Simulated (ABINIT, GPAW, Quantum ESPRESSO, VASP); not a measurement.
# SiRu (Pm-3m, 2 atoms in the cell) computed with different codes at matched settings

Self-consistent single point.

```yaml
crystal:
  lattice:
    - [2.91612, 0.00000, 0.00000]
    - [0.00000, 2.91612, 0.00000]
    - [0.00000, 0.00000, 2.91612]
  atoms:
    - { symbol: Si, position: [0.50000, 0.50000, 0.50000] }
    - { symbol: Ru, position: [0.00000, 0.00000, 0.00000] }
```

Shared settings, as Quantum ESPRESSO writes them: occupations = smearing; smearing = fermi-dirac; degauss = 0.0073499 Ry; K_POINTS = automatic 8 8 8 0 0 0. Potentials and cutoffs stand in the table.

```csv
code,model,pressure (GPa),cutoff
ABINIT,"PBEsol, PAW (JTH v2.0 PBE PAW, files made for PBE)",-1.68,544 eV
Quantum ESPRESSO,"PBEsol, GBRV 1.5 ultrasoft (PBESOL) pseudopotentials",-2.40,40 Ry
GPAW,"PBEsol, GPAW PAW datasets PBEsol (made by gpaw-setup)",-1.02,550 eV
VASP,"PBEsol, VASP's PBE PAW potentials (set 64)",-2.45,300 eV
```

On ABINIT's run: spin polarisation is off.

The spread over the programs that give each value: pressure within 1.43 GPa.

In the pressure, GPAW (by 1.02) lies more than 1 GPa from the median of the plane-wave programs.

VASP's run is marked for a possible Pulay error in its stress at this cutoff; no cutoff test was made.

The starting cell comes from a database of computed structures (which also holds hypothetical and non-ambient phases and stackings), without a prior relaxation at this level.

Left out of this page: Ansatz, CP2K, Elk, FLEUR and SIESTA (not drawn, or without a comparable value).
